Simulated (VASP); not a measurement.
```xyz
2
Lattice="2.8600 0.0000 0.0000 0.0000 2.8600 0.0000 0.0000 0.0000 2.8600" Properties=species:S:1:pos:R:3 pbc="T T T"
Al     1.4300     1.4300     1.4300
Co     0.0000     0.0000     0.0000
```

These are PBE GGA, VASP's PBE PAW potentials (set 64) (plane waves; VASP) values and carry that method's errors. Run with 400 eV cut-off, 11×11×11 Γ-centred mesh, second-order Methfessel-Paxton smearing of 0.10 eV, potentials Al Co.

Question: Give the stress tensor in GPa (positive for a compressed cell).

Answer: 
```
-1.83   0.00   0.00
 0.00  -1.83   0.00
 0.00   0.00  -1.83
```
The pressure is its mean diagonal, -1.83 GPa.

The compound is CoAl in the CsCl type structure. The cell was not relaxed at this level. The run is one of a series of settings (ISMEAR = 2 against the base run), some of them coarse on purpose. The run is not spin-polarised, so no magnetic state was tried.
